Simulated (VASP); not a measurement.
Method: LDA (Ceperley-Alder, Perdew-Zunger), VASP's LDA PAW potentials (set 64) (plane waves; VASP). For the first row: Settings: 400 eV cut-off, 14×14×14 Γ-centred mesh, tetrahedra with Blöchl corrections, potentials Al Ni.

| system | energy (eV/atom) |
|---|---|
| AlNi (space group Pm-3m) | -6.0995 |
| Al (fcc) | -4.1921 |
| Ni (fcc) | -6.5816 |

The references are the elements' solids at the same level; no temperature or zero-point terms are added.

**Question.** What is the formation energy per atom of AlNi?

**Answer.** The references average (1×(-4.1921) + 1×(-6.5816))/2 = -5.3868 eV, so the formation energy is -6.0995 − (-5.3868) = -0.713 eV/atom.
